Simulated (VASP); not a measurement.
Level of theory: PBE GGA, VASP's PBE PAW potentials (set 64) (plane waves; VASP 6.6.1).

VASP ran on this input.

**KPOINTS**
```
Regular mesh
0
G
  5 5 5
```

**POSCAR**
```
PbF2
1
    1.7690560000     1.0213650000     5.3632860000
   -1.7690560000     1.0213650000     5.3632860000
    0.0000000000    -2.0427300000     5.3632860000
Pb F
1 2
Direct
 -0.0086000000   0.0071920000  -0.0007240000
  0.2528350000   0.2608240000   0.2514400000
  0.7557650000   0.7319830000   0.7492830000
```

INCAR:
```
ALGO = Normal
EDIFF = 1E-6
ENCUT = 400
GGA = PE
ISIF = 2
ISMEAR = -1
LASPH = .TRUE.
LCHARG = .FALSE.
LMAXMIX = 4
LREAL = .FALSE.
LWAVE = .FALSE.
NELM = 100
PREC = Accurate
SIGMA = 0.1
SYSTEM = PbF2
```

POTCAR, in this order: Pb_d F (PBE.64 set). Program: vasp_std.

Output

**OUTCAR**
```
 ion  position               nearest neighbor table
   1  0.991  0.007  0.999-   3 2.36   2 2.38   2 2.40   2 2.40   3 2.42   3 2.46
   2  0.253  0.261  0.251-   1 2.38   1 2.40   1 2.40
   3  0.756  0.732  0.749-   1 2.36   1 2.42   1 2.46
  LATTYP: Found a trigonal (rhomboedric) cell.
 ALAT       =     5.7391273128
 COS(alpha) =     0.8099703079
 Subroutine PRICEL returns:
 Original cell was already a primitive cell.
 Subroutine GETGRP returns: Found  1 space group operations
The static configuration has the point symmetry C_1 .
The dynamic configuration has the point symmetry C_1 .
 Subroutine INISYM returns: Found  1 space group operations
 Subroutine IBZKPT returns following result:
 Found     63 irreducible k-points:

 Following reciprocal coordinates:
            Coordinates               Weight
  0.000000  0.000000  0.000000      1.000000
  0.200000  0.000000  0.000000      2.000000
  0.000000  0.200000  0.000000      2.000000
  0.000000  0.000000  0.200000      2.000000
  0.400000  0.000000  0.000000      2.000000
  0.000000  0.400000  0.000000      2.000000
  0.000000  0.000000  0.400000      2.000000
...
```

**OSZICAR**
```
       N       E                     dE             d eps       ncg     rms          rms(c)
DAV:   1     0.276401830470E+03    0.27640E+03   -0.13118E+04  2294   0.143E+03
DAV:   2     0.868793597719E+01   -0.26771E+03   -0.25876E+03  2590   0.412E+02
DAV:   3    -0.146611271891E+02   -0.23349E+02   -0.23201E+02  2706   0.140E+02
DAV:   4    -0.152830911512E+02   -0.62196E+00   -0.62060E+00  2552   0.248E+01
DAV:   5    -0.153055226498E+02   -0.22431E-01   -0.22430E-01  2602   0.457E+00    0.763E+00
DAV:   6    -0.134691285566E+02    0.18364E+01   -0.97095E+00  3388   0.280E+01    0.274E+00
DAV:   7    -0.134542686371E+02    0.14860E-01   -0.38427E-01  2276   0.452E+00    0.159E+00
DAV:   8    -0.134428811811E+02    0.11387E-01   -0.10861E-01  2330   0.413E+00    0.463E-01
DAV:   9    -0.134404506569E+02    0.24305E-02   -0.14490E-02  2842   0.110E+00    0.110E-01
DAV:  10    -0.134411924903E+02   -0.74183E-03   -0.12002E-03  2332   0.272E-01    0.460E-02
DAV:  11    -0.134412543421E+02   -0.61852E-04   -0.12883E-04  2614   0.116E-01    0.946E-03
DAV:  12    -0.134412563191E+02   -0.19770E-05   -0.87893E-06  2570   0.362E-02    0.289E-03
DAV:  13    -0.134412564428E+02   -0.12366E-06   -0.13691E-06  2014   0.125E-02
   1 F= -.13441256E+02 E0= -.13441256E+02  d E =-.291220E-07
```

OUTCAR:
```
------------------------ aborting loop because EDIFF is reached ----------------------------------------
  FORCE on cell =-STRESS in cart. coord.  units (eV):
  Direction    XX          YY          ZZ          XY          YZ          ZX
  --------------------------------------------------------------------------------------
  Total        2.9889771      2.7431401     -1.4104647     -0.2723376      0.1507848     -0.3199019
  in kB       82.3622891     75.5881663    -38.8658377     -7.5043562      4.1549258     -8.8150062
  external PRESSURE =      39.6948726 kB  Pullay stress =       0.0000000 kB
  volume of cell :       58.14
      direct lattice vectors                 reciprocal lattice vectors
     1.769056000  1.021365000  5.363286000     0.282636615  0.163180319  0.062150952
    -1.769056000  1.021365000  5.363286000    -0.282636615  0.163180319  0.062150952
     0.000000000 -2.042730000  5.363286000     0.000000000 -0.326360638  0.062150952
 POSITION                                       TOTAL-FORCE (eV/Angst)
 -----------------------------------------------------------------------------------
      1.74112     -1.02132     10.71514         0.142209     -0.010091      0.121646
     -0.01413      0.01101      4.10344         0.061441     -0.057329     -0.499368
      0.04207     -0.01105     11.99784        -0.203650      0.067420      0.377721
 -----------------------------------------------------------------------------------
    total drift:                                0.000308      0.000038      0.001848
  FREE ENERGIE OF THE ION-ELECTRON SYSTEM (eV)
  ---------------------------------------------------
  free  energy   TOTEN  =       -13.4412564428 eV

  energy  without entropy=      -13.4412564137  energy(sigma->0) =      -13.44125643
```
(Selected blocks of OUTCAR.)

### OUTCAR
```
 val. band max:        1.2800175566   @ k =  -0.2000   0.4000  -0.0000

 cond. band min:       4.5678424791   @ k =   0.4000   0.4000   0.4000


 Fermi energy:         3.0463852983

 k-point     1 :       0.0000    0.0000    0.0000
  band No.  band energies     occupation
      1     -20.5770      2.00000
      2     -20.2066      2.00000
      3     -13.9092      2.00000
      4     -13.9076      2.00000
      5     -13.8470      2.00000
      6     -13.6946      2.00000
      7     -13.6936      2.00000
      8      -5.8261      2.00000
      9      -1.7302      2.00000
     10      -1.6823      2.00000
     11      -1.3643      2.00000
     12      -1.3489      2.00000
     13      -1.2952      2.00000
     14      -0.4158      2.00000
     15       5.2189      0.00000
     16       9.7050      0.00000
     17      10.1582      0.00000
     18      10.3328      0.00000

 k-point     2 :       0.2000    0.0000    0.0000
  band No.  band energies     occupation
      1     -20.5086      2.00000
      2     -20.2386      2.00000
      3     -13.8778      2.00000
      4     -13.8230      2.00000
      5     -13.7836      2.00000
      6     -13.7092      2.00000
      7     -13.6580      2.00000
      8      -5.7944      2.00000
      9      -2.2091      2.00000
     10      -1.9179      2.00000
     11      -1.7813      2.00000
     12      -1.3741      2.00000
     13      -1.3014      2.00000
     14       0.3049      2.00000
     15       6.1646      0.00000
     16       7.5396      0.00000
     17      10.0161      0.00000
     18      10.4195      0.00000

 k-point     3 :       0.0000    0.2000    0.0000
  band No.  band energies     occupation
      1     -20.5046      2.00000
      2     -20.2435      2.00000
      3     -13.8884      2.00000
      4     -13.8213      2.00000
      5     -13.7761      2.00000
      6     -13.7098      2.00000
      7     -13.6481      2.00000
      8      -5.8162      2.00000
      9      -2.2592      2.00000
...
```

At this cut-off the stress carries a Pulay error, which pulls relaxed volumes low. Unless said otherwise, spin-orbit coupling is left out, though it shifts the bands of the heavy elements here.

The structure was generated: PbF2 was put into an ordered model structure, which need not be its known phase. The cell was not relaxed at this level, atoms are displaced from their ideal sites.
